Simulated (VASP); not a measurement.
Set up this calculation in VASP 6.6.1, as the native input.

```yaml
Task: single point
Functional: PBE
Potentials_or_basis: VASP PAW PBE potentials, release 64 (Zr_sv, C)
Cutoff: 520 eV
k_mesh: 6 × 6 × 6
Occupations: gaussian, width 0.1 eV
Spin: no spin polarisation
Dipole_correction: no
Further_INCAR_settings: ALGO = Fast; EDIFF = 1e-06; NBANDS = 17
```

The structure of ZrC2 lies in POSCAR:

```
ZrC2
1.0
    1.3949580904      0.8053794270      4.3059534187
   -1.3949580904      0.8053794270      4.3059534187
    0.0000000000     -1.6107588601      4.3059534175
Zr C
1 2
Direct
    0.0000000000      0.0000000000      0.0000000000
    0.1848312457      0.1848312457      0.1848312457
    0.8151687543      0.8151687543      0.8151687543
```

The cell was built by a generator and needn't be a form met in nature.

The cell isn't the ideal one: random cell by space group and Wyckoff sites (R-3m, No. 166).

One way to write it, as run:

INCAR

```
PREC = Accurate ; ENCUT = 520
EDIFF = 1E-6 ; ISMEAR = 0
SIGMA = 0.1 ; LREAL = False
LASPH = True ; NELM = 60
ALGO = Fast ; ISIF = 2
LWAVE = False ; LCHARG = False
GGA = PE ; NBANDS = 17
```

KPOINTS

```
Automatic mesh
0
Gamma
  6 6 6
```

Potentials or basis: VASP PAW PBE potentials, release 64 (Zr_sv, C).

Command:

```console
$ cat potpaw_PBE.64/Zr_sv/POTCAR potpaw_PBE.64/C/POTCAR > POTCAR
$ mpirun -np 1 vasp_std > vasp.out
```

Results of the run:

```yaml
Pressure: 0.4 GPa
Band_gap_on_the_k_mesh: none (metal or under the smearing width)
```

Caveat: the k mesh is coarse (spacing up to 0.44 Å⁻¹), so the values aren't converged.

Run time: 73 s on 1 thread of Intel(R) Xeon(R) Platinum 8375C CPU @ 2.90GHz (Ice Lake) (shared host), peak memory 0.21 GiB.
